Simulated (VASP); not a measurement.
Given:

```xyz
3
Lattice="0.0000 2.6536 2.7119 2.6230 0.0000 2.7119 2.6230 2.6536 0.0000" Properties=species:S:1:pos:R:3 pbc="T T T"
Co     0.0000     0.0000     0.0000
Si     1.3115     1.3268     1.3560
Si     3.9873     3.9804     4.0679
```

Level of theory: PBE GGA, VASP's PBE PAW potentials (set 64) (plane waves; VASP). Run with 400 eV cut-off, KSPACING 0.16 per Å, first-order Methfessel-Paxton smearing of 0.10 eV, potentials Co Si.

Which forces act on the atoms, in eV/Å?

```
atom      Fx     Fy     Fz
----  ------  -----  -----
Co1    0.331  0.000  0.000
Si2    0.164  0.000  0.000
Si3   -0.495  0.000  0.000
```

Give the stress tensor in GPa (positive for a compressed cell).

```
4.98  0.00  0.00
0.00  3.62  2.26
0.00  2.26  2.05
```
The pressure is its mean diagonal, 3.55 GPa.

The compound is CoSi2 in the fluorite structure. The cell was not relaxed at this level, atoms are displaced from their ideal sites. The run is one of a series of settings (KGAMMA = .TRUE., KSPACING = 0.16, KPOINTS file removed against the base run), some of them coarse on purpose. The run is not spin-polarised, so no magnetic state was tried. The electron count is odd and the run is not spin-polarised, which forces a metal.
